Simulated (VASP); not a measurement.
Energy against volume of C (diamond). Level of theory: r2SCAN+rVV10, VASP's PBE PAW potentials (set 64) (plane waves; VASP 6.6.1).

```tsv
V (Å³/atom)	E (eV/atom)
5.305	-9.75811
5.474	-9.78264
5.644	-9.79053
5.813	-9.78402
5.982	-9.76497
```

Task: Fit a third-order Birch-Murnaghan equation of state.

Result: 
```json
{
  "volume_per_atom": "5.65 Å³/atom",
  "bulk_modulus": "453 GPa",
  "pressure_derivative_of_the_bulk_modulus": "3.71",
  "lattice_constant_a": "3.562 Å"
}
```

Measured: bulk modulus 455 GPa at 0 K (computed value off by -0.4 %), as given by Daniel Mejia-Rodriguez et al., Physical Review B (2018), arXiv:1807.09216 [0 K value with the zero-point phonon effect removed]; a 3.553 Å at 0 K (computed value off by +0.3 %), as given by Daniel Mejia-Rodriguez et al., Physical Review B (2018), arXiv:1807.09216 [static lattice: zero-point anharmonic expansion removed].

The compound is C in the diamond structure. It was relaxed first.
